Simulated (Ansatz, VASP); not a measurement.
# Cross-check of Hf (Hafnium) between VASP and Ansatz, part 2 of 2

Aim: how closely do two programs agree when they are given the same cell, functional and k mesh? The cell is taken from a series of runs on this material, whose earlier steps may have relaxed, scaled, displaced or heated it; both programs get it as it stands.

VASP 6.6.1 and Ansatz 0.2.0.

So far: The structure; VASP: zone-centre phonons, PBEsol.

### 3. Ansatz: zone-centre phonons, PBEsol

Level of this step: Ansatz beside VASP: Kohn-Sham DFT, plane waves, PBEsol (Ansatz).

Ansatz runs on its PAW soft_1 files.

The same cell, functional, mesh and smearing now go to Ansatz, which takes its cutoff from its data sets.

Input file input.yaml:

```yaml
crystal:
  lattice:
    - [3.1920263042, 0.0, 0.0]
    - [-1.5960131521, 2.764375869, 0.0]
    - [0.0, 0.0, 4.9602578237]
  atoms:
    - { symbol: Hf, position: [0.3333333333, 0.6666666667, 0.25] }
    - { symbol: Hf, position: [0.6666666667, 0.3333333333, 0.75] }
kpoints:
  mp_grid: { grid: [15, 15, 8] }
hamiltonian:
  xc: pbesol
  pseudopotentials: { kind: paw, azcp: { folder: soft_1 }, xc_functional: pbe }
scf:
  occupations: { method: methfessel_paxton, width: 0.2 }
output:
  eigenvalues: true
phonons:
  method: dfpt
```

Launch:

```sh
> ansatz run input.yaml --threads 4 --pin off --max-ram 10240MiB --backend cpu --events-out ev --progress --plain --runs-dir out
```

Numbers of over 12 decimals in the logs are rounded to 6 here.

Log:

```text
zone centre: on kpoints.mp_grid the ground state, and the responses unless they are solved on pairs of k-points, stand on 320 of the mesh's 1800 k-points, reduced under 4 symmetry operations, with k and −k counted as one. Each operation leaves every solved displacement unchanged or reverses it
Engine: ansatz 0.2.0, x86_64-unknown-linux-gnu
Pseudopotentials: kind: paw
Pseudopotential: Hf, paw, valence charge 26, recommended cutoff 420 eV (normal), soft_1/Hf.paw.azcp
Functional definition: PBEsol
  exchange = pbesol_x
  correlation = pbesol_c
Crystal: 2 atoms, lattice volume = 43.769 Å³
Basis set: ecut = 420 eV, 881 PW (Γ), exchange–correlation on 48×48×72 points (8 copies of the dense FFT grid, shifted against one another)
Bands: 32, of which v1, the nominal top of the filled ones, is band 26 counted from 1 (25 counted from 0)
Symmetry: 24 space group operations
k-points: 320 of 1800 (irreducible under 4 space group operations, time reversal used)
Non-local potential: Hf, projectors of the file, l = 0: 3, l = 1: 2, l = 2: 2, l = 3: 3
PAW form: soft (Blöchl's): semilocal exchange-correlation on the pseudo side does not see the compensation charge
PAW frozen core: Hf, regenerated for the run's functional, and the local potential with it (the file was generated under x = pbe(κ = 0.804, μ = 0.219515), c = pbe(β = 0.066725))
PAW one-centre angular grid: Hf, 590 points (default); XC on 64 Gauss nodes
Initial density: superposition of atomic densities (chi_scale 0.1, normalization cell)
Initial wavefunctions: pseudopotential atomic-orbital guess
Functional: x = pbesol(κ = 0.804, μ = 0.123457), c = pbesol(β = 0.046)
SCF iter   1: F=—  HF=-31197.852617 eV  |F-HF|=—  |Δ(HF+E_count)|=         —  Δρ=3.60e-2  dr2=6.87e-1  ethr=3.10e-3  ⟨swp⟩=5.1  Hψ=34868  notcnv=0
preconditioner: auto → Kerker (q_TF=auto, 2.808 Å⁻¹)  [metal: Δε(μ)=0.034 eV  Ē_g=16.886 eV  σ=0.200 eV  W_gap=0.14  n_scr=22 (ndim 8)  ℏωp=38.9 eV  f_vac=0.000  D(μ)=1.22/eV (n_scr^D=2)]
SCF iter   2: F=—  HF=-31197.702492 eV  |F-HF|=—  |Δ(HF+E_count)|=   1.50e-1  S|Δr|=    0.00e0  Δρ=2.27e-2  dr2=2.69e-1  ethr=1.32e-3  ⟨swp⟩=3.1  Hψ=20079  notcnv=0  defer=126
SCF iter   3: F=—  HF=-31197.646151 eV  |F-HF|=—  |Δ(HF+E_count)|=   5.63e-2  S|Δr|=    0.00e0  Δρ=9.52e-3  dr2=4.72e-2  ethr=5.18e-4  ⟨swp⟩=2.0  Hψ=15994  notcnv=0  defer=128
SCF iter   4: F=—  HF=-31197.597593 eV  |F-HF|=—  |Δ(HF+E_count)|=   4.86e-2  S|Δr|=    0.00e0  Δρ=3.08e-3  dr2=2.07e-3  ethr=9.07e-5  ⟨swp⟩=2.2  Hψ=18612  notcnv=0  defer=129
SCF iter   5: F=—  HF=-31197.598674 eV  |F-HF|=—  |Δ(HF+E_count)|=   1.08e-3  S|Δr|=    0.00e0  Δρ=6.54e-4  dr2=1.85e-4  ethr=3.99e-6  ⟨swp⟩=2.2  Hψ=14634  notcnv=0  defer=129
SCF iter   6: F=—  HF=-31197.598851 eV  |F-HF|=—  |Δ(HF+E_count)|=   1.77e-4  S|Δr|=    0.00e0  Δρ=1.46e-4  dr2=7.85e-6  ethr=3.56e-7  ⟨swp⟩=2.1  Hψ=18482  notcnv=0  defer=129
SCF iter   7: F=—  HF=-31197.598867 eV  |F-HF|=—  |Δ(HF+E_count)|=   1.57e-5  S|Δr|=    0.00e0  Δρ=3.42e-5  dr2=5.69e-7  ethr=1.51e-8  ⟨swp⟩=2.4  Hψ=19156  notcnv=0  defer=129
SCF iter   8: F=—  HF=-31197.598864 eV  |F-HF|=—  |Δ(HF+E_count)|=   2.86e-6  S|Δr|=    0.00e0  Δρ=6.95e-6  dr2=2.47e-8  ethr=1.09e-9  ⟨swp⟩=2.3  Hψ=14054  notcnv=0  defer=148
SCF iter   9: F=—  HF=-31197.598864 eV  |F-HF|=—  |Δ(HF+E_count)|=   6.25e-9  S|Δr|=    0.00e0  Δρ=1.42e-6  dr2=7.29e-10  ethr=4.75e-11  ⟨swp⟩=2.3  Hψ=18509  notcnv=0  defer=148
SCF iter  10: F=—  HF=-31197.598864 eV  |F-HF|=—  |Δ(HF+E_count)|=    0.00e0  S|Δr|=    0.00e0  Δρ=2.64e-7  dr2=2.89e-11  ethr=1.40e-12  ⟨swp⟩=2.6  Hψ=18309  notcnv=0  defer=148
SCF iter  11: F=-31197.598864 eV  HF=-31197.598864 eV  |F-HF|=3.64e-12  |Δ(HF+E_count)|=  1.09e-11  S|Δr|=    0.00e0  Δρ=8.76e-8  dr2=1.57e-12  ethr=1.00e-12  ⟨swp⟩=10.7  Hψ=62822  notcnv=0
the search or the solves at the SCF's close seem to have found levels that the self-consistency loop had missed (the run counts 4). By its estimate they hold under 1e-12 electrons; where the run keeps them, the occupations were computed again with them
SCF 1 converged in 11 iterations: F = -31197.598864 eV  dr2 = 1.57e-12
  greatest PAW one-centre occupation: 0.998 electrons in one spin orbital (limit 2), on the Hf atom at site 1 (counted from 0), in its partial waves of l = 0
DFPT response loops at Γ: preconditioner auto → Kerker (q_TF=auto, 2.808 Å⁻¹) (partly filled bands, converged f_vac=0.000); β = 1.00, the filter's whole step (`scf.mixing.beta` (0.50) is not read by the response loops under this deck's `scf.mixing.preconditioner`; to damp them name `kerker` or `kerker_dos`, under which they read `scf.mixing.beta`, and type it under 1.00, their step now; both keys bind the ground state too); Broyden in place of MSR1
SCF converged after 11 iterations
Stability not checked: this state was not tested for a lower state beside it, because cold or Methfessel-Paxton smearing, or corrected tetrahedra, fill the levels in a way that the test cannot read (fill_not_monotonic; see scf.lower_state_search)
Free energy (F): -31197.598864 eV
Harris-Foulkes:  -31197.598864 eV  (|F-HF|=3.64e-12)
Internal energy: -31197.603830 eV  (E = F + TS)
E sigma→0 (E₀):  -31197.600106 eV
Entropy (-TS):   0.004966 eV (2.483 meV/atom)
Fermi energy:    18.465450 eV
Step filling:    the computed levels leave a gap of 0.0000 eV = 0.0 smearing widths at the electron count; against every level under it full and every level over it empty, smearing changes F+E_penalty+E_count by +1.452 meV and its σ→0 estimate by +0.210 meV
--- Per-component energies (eV) ---
  E_band       = -0.492210
  E_kinetic    = 819.809102
  E_local      = -12524.284238  (includes V_loc(G=0)·N_el)
  E_nonlocal   = 129.211583
  E_hartree    = 6103.073449
  E_xc         = -529.539338
  E_vxc        = -509.573904  (∫ρ·V_xc dr)
  E_paw        = -15150.894271  (= ΣΔE_a)
  E_vpaw       = -121.801800  (= ΣTr[D̂ρ^β])
  E_aug_tail   = 0.000185  (compensation charges beyond the density's cutoff)
  E_ewald      = -10047.482415
  E_core_change = 2.502112  (= ΣΔE_core)
  E_smearing   = 0.004966  (= −TS)
  E_closure    = 0.000000  (closes the sum)
  Σ components = -31197.598864   (vs F -31197.598864, Δ=0.00e0)
--- Band table (eV; the first three rows and the last of 320) ---
  k-point 0: bands = [... 22 lower, 10.9825, 14.6954, 19.3434, 19.5642, 19.5642, 20.0691, 20.4588, 20.4588, ... 2 higher]
  k-point 1: bands = [... 22 lower, 11.1349, 14.6332, 19.1060, 19.4608, 19.4608, 19.9336, 20.3212, 20.3212, ... 2 higher]
  k-point 2: bands = [... 22 lower, 11.5748, 14.3798, 18.6754, 19.3179, 19.3179, 19.5697, 20.0034, 20.0034, ... 2 higher]
  k-point 319: bands = [... 22 lower, 15.4918, 15.4918, 17.6665, 17.6665, 18.4184, 18.4184, 20.6778, 20.6778, ... 2 higher]
--- Phonons (Γ-DFPT): 2 representative perturbations + reference, on 320 of 1800 k-points (Σ response iterations 6) ---
  k mesh reduced under 4 symmetry operations, with k and −k counted as one. Each operation leaves every solved displacement unchanged or reverses it
  ASR residual: 3.388e-5 → 0.000e0 eV/Å²; symmetrization residual: 3.631e-12 eV/Å²
  ASR residual per site (eV/Å²): 3.39e-5 3.39e-5
  Γ frequencies (cm⁻¹): 0.00 0.00 0.00 81.74 81.74 111.74
  non-analytic LO–TO correction: not included (Born effective charges unavailable; polar crystals: no LO–TO splitting at Γ)
```

### 4. Differences

Known differences besides the potentials themselves: the data sets hold 52 valence electrons in Ansatz (on its PAW soft_1 files) and 20 in VASP; the cutoff is 420 eV in Ansatz and 500 eV in VASP; Ansatz makes its cores anew for this functional, VASP keeps those of its PBE data sets. Total energies have different zeros and are not compared.

Compared:

```tsv
quantity	Ansatz	VASP	difference
optical mode 1 to 2 (cm⁻¹)	81.7	82.3	-0.63 %
optical mode 3 (cm⁻¹)	111.7	109.8	+1.75 %
```

Modes are paired by rising frequency, not by their patterns, so a pair may set unlike modes beside each other; they are those without the splitting of longitudinal modes.

### 5. Summary of results

| Quantity | Value |
| --- | --- |
| r.m.s. difference of the optical zone-centre modes, each program's sorted by frequency (zone-centre phonons, PBEsol) | 1.2 cm⁻¹ |
| difference in optical mode 3 (zone-centre phonons, PBEsol) | +1.7 % |

What this shows: The r.m.s. difference of the optical zone-centre modes, each program's sorted by frequency is 1.2 cm⁻¹ (zone-centre phonons, PBEsol). The data sets hold unlike numbers of valence electrons (52 in Ansatz and 20 in VASP), so part of the differences may come from the potentials. Among the rows given in per cent, the largest difference of the zone-centre phonons, PBEsol pair is in optical mode 3, +1.7 %. Such differences can come from data sets, numerical settings and the points named under the comparisons, not from the functional's error against experiment.

[Lines on the potential files, build, host, timing and source positions are cut from VASP's logs without a mark.]

[Logs are printed without paths, hosts, clocks, repeated set-up lines and the standing remarks that a program may print on its own settings, such as how far it seeks lower states.]

[Hosts, paths, dates, database ids (printed as entryN), source tags and the programs' standing remarks are cut or masked in the printed files.]
